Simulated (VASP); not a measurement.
Crystal: Na3AlO3.

```xyz
7
Lattice="5.4794 0.0000 0.0000 -2.7397 4.7453 0.0000 0.0000 0.0000 4.0274" Properties=species:S:1:pos:R:3 pbc="T T T"
Na    0.0000    3.1635    0.0000
Na    2.7397    1.5818    0.0000
Na    0.0000    0.0000    2.0137
Al    0.0000    0.0000    0.0000
O     2.7397    0.0000    0.0000
O    -1.3698    2.3726    0.0000
O     1.3698    2.3726    0.0000
```

The cell was built by a generator and needn't be a form met in nature.

```yaml
Program: VASP 6.6.1
Task: relaxation of cell and atoms
Functional: PBE
Potentials_or_basis: VASP PAW PBE potentials, release 64 (Na_pv, Al, O)
Cutoff: 520 eV
k_mesh: 3 × 3 × 4
Occupations: gaussian, width 0.15 eV
Spin: no spin polarisation
```

At the start: pressure 62.0 GPa; volume 14.96 Å³/atom.

**Question.** How do energy, volume and symmetry change on relaxing?

**Answer.** Over 8 steps the energy falls by 1601.5 meV/atom and the volume is 27.54 Å³/atom (+84.1 %); space group P6/mmm (No. 191, to 0.05 Å).

The path:
```csv
step,energy change (eV),largest force (eV/Å),pressure (GPa),volume (Å³)
1,0.0000,0.0000,62.04,104.72
2,-9.4639,0.0000,-6.75,217.95
3,-10.4069,0.0000,3.45,175.29
4,-10.4479,0.0000,1.95,180.74
5,-11.1240,0.0000,0.08,192.00
6,-11.1829,0.0000,-1.25,199.85
7,-11.2011,0.0000,-0.89,197.24
8,-11.2106,0.0000,0.19,192.76
```

Final structure:
```
Na Al O
1.0
     6.64191    0.00000    0.00000
    -3.32095    5.75206    0.00000
     0.00000    0.00000    5.04542
Na Al O
3 1 3
Direct
  0.33333 0.66667 0.00000
  0.66667 0.33333 0.00000
  0.00000 0.00000 0.50000
  0.00000 0.00000 0.00000
  0.50000 0.00000 0.00000
  0.00000 0.50000 0.00000
  0.50000 0.50000 0.00000
```

Caveat: the k mesh is coarse (spacing up to 0.44 Å⁻¹), so the values aren't converged; the volume moved by over 15 % at a fixed basis, so the end points are rough.
